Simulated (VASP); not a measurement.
Data:

```
CELL_PARAMETERS angstrom
     -1.86518     1.86518     4.15457
      1.86518    -1.86518     4.15457
      1.86518     1.86518    -4.15457
ATOMIC_POSITIONS crystal
  Pt 0.50000 0.50000 0.00000
  Pt 0.75000 0.25000 0.50000
  Pt 0.25000 0.75000 0.50000
  Tc 0.00000 0.00000 0.00000
```

The numbers are results of PBEsol GGA, VASP's PBE PAW potentials (set 64) (plane waves; VASP 6.6.1), not measurements. Run with 300 eV cut-off, 7×7×7 Γ-centred mesh, Gaussian smearing of 0.050 eV, potentials Pt Tc_pv.

At this cut-off the stress carries a Pulay error, which pulls relaxed volumes low. Unless said otherwise, spin-orbit coupling is left out, though it shifts the bands of the heavy elements here.

### Question
Estimate the energy per atom (σ→0), pressure, band gap (on the k-mesh) with the smallest direct gap where there is one.

### Answer

band gap (on the k-mesh): none (metal, semimetal or under 0.01 eV)
energy per atom (σ→0): -8.105 eV/atom
pressure: 4.75 GPa

Total energies compare only between runs with the same potentials, cut-off and functional.

The structure was generated: TcPt3 was put into an ordered model structure, which need not be its known phase. The cell was not relaxed at this level. The k-mesh is coarse (spacing up to 0.34 per Å, 2π included), so the numbers may not be converged in it. The electron count is odd and the run is not spin-polarised, which forces a metal.
